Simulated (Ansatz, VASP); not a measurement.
## One calculation of Zn4Ge, two programs

```
CELL_PARAMETERS angstrom
4.66862 0.00000 0.00000
0.00000 4.66862 0.00000
0.00000 0.00000 4.66862
ATOMIC_POSITIONS crystal
Zn 0.00000 0.50000 0.50000
Zn 0.50000 0.00000 0.50000
Zn 0.50000 0.50000 0.00000
Zn 0.50000 0.50000 0.50000
Ge 0.00000 0.00000 0.00000
```

Alike in both runs: functional PBE; k mesh 8 × 8 × 8; occupations gaussian, width 0.1 eV; no spin polarisation.

Ansatz relaxed the structure, and its values are those at the end. VASP's run is a single point on that final structure, the one shown.

|  | VASP | Ansatz |
| --- | --- | --- |
| version | VASP 6.6.1 | Ansatz 0.2.0 |
| potentials or method | VASP PAW PBE potentials, release 64 (Zn, Ge_d) | scalar-relativistic, plane waves, PAW |
| plane-wave cutoff (eV) | 520 | 420 |
| valence electrons in the cell | 62 | 62 |

Ansatz gave:

- gap on the k mesh at the Fermi level (eV): none
- pressure (GPa): 0.0

Estimate VASP's values.

gap on the k mesh at the Fermi level (eV): none; pressure (GPa): 0.2.

A gap of «none» marks a metal or a gap that the smearing closes. With one functional, cell and mesh, what is left measures potentials, basis and numerics.
